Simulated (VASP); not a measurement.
Given:

```xyz
2
Lattice="1.4550 -2.5201 0.0000 1.4550 2.5201 0.0000 0.0000 0.0000 2.8400" Properties=species:S:1:pos:R:3 pbc="T T T"
W      0.0000     0.0000     0.0000
C      1.4550     0.8400     1.4200
```

All values below come from PBE GGA, VASP's PBE PAW potentials (set 64) (plane waves; VASP). Run with 400 eV cut-off, 17×17×15 Γ-centred mesh, Gaussian smearing of 0.27 eV, potentials W_sv C.

At this cut-off the stress carries a Pulay error, which pulls relaxed volumes low. Unless said otherwise, spin-orbit coupling is left out, though it shifts the bands of the heavy elements here.

Task: Estimate the energy per atom (σ→0), pressure, band gap (on the k-mesh) with the smallest direct gap where there is one.

Result: 
```json
{
  "band gap (on the k-mesh)": "none (metal, semimetal or under 0.01 eV)",
  "energy per atom (σ→0)": "-11.225 eV/atom",
  "pressure": "4.17 GPa"
}
```

Only differences to runs with the same potentials and settings are physical.

The structure is a typed WC crystal. The cell was not relaxed at this level.
